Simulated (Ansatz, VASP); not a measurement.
One calculation of MnHg, two programs

```
Hg Mn
1.0
     3.27020    0.00000    0.00000
     0.00000    3.27020    0.00000
     0.00000    0.00000    3.27020
Hg Mn
1 1
Direct
  0.00000 0.00000 0.00000
  0.50000 0.50000 0.50000
```

Change from the starting cell: volume scaled by 0.96.

Alike in both runs: task single point; functional PBE; k mesh 8 × 8 × 8; occupations fermi-dirac, width 0.05 eV; collinear spin, ferromagnetic start.

|  | VASP | Ansatz |
| --- | --- | --- |
| version | VASP 6.6.1 | Ansatz 0.2.0 |
| potentials or method | VASP PAW PBE potentials, release 64 (Hg, Mn_pv) | Ansatz PAW |
| plane-wave cutoff (eV) | 520 | 420 |
| valence electrons in the cell | 25 | 35 |

```csv
,VASP,Ansatz,Ansatz less VASP
gap on the k mesh at the Fermi level (eV),none,none,-
pressure (GPa),4.6,4.0,-0.58
net moment per atom (μB),1.91,1.90,-0.005
size of the moment on the site where the two differ most (μB),0.06,0.02,-0.035
```

Site moments also hang on the region over which each program counts them. A gap of «none» marks a metal or a gap that the smearing closes. With one functional, cell and mesh, what is left measures potentials, basis and numerics. The two sets of potentials don't hold the same shells in valence.

The runs have no spin-orbit coupling, so splittings on Hg are missing.
